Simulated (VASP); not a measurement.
Consider the following.

```
SrTiO3
1.0
    3.93760     0.00000     0.00000
    0.00000     3.93760     0.00000
    0.00000     0.00000     3.93760
Sr Ti O
1 1 3
Cartesian
  0.00000   0.00000   0.00000
  1.96880   1.96880   1.96880
  1.96880   0.00000   1.96880
  0.00000   1.96880   1.96880
  1.96880   1.96880   0.00000
```

Computed with RPBE GGA, VASP's PBE PAW potentials (set 64) (plane waves; VASP 6.6.1). Numerical set-up: 520 eV cut-off, 6×6×6 Γ-centred mesh, Gaussian smearing of 0.050 eV, potentials Sr_sv Ti_sv O.

Estimate the energy per atom (σ→0), pressure, band gap (on the k-mesh) with the smallest direct gap where there is one.

The band gap (on the k-mesh) is 1.85 eV, the smallest direct gap (on the k-mesh) is 2.22 eV and the energy per atom (σ→0) is -7.617 eV/atom. The pressure is 4.74 GPa.

Total energies compare only between runs with the same potentials, cut-off and functional.

The compound is SrTiO3 in the cubic perovskite structure, the ideal cubic form; the compound distorts at low or room temperature. This cell is one point of a volume scan, at 0.97 of the reference volume.
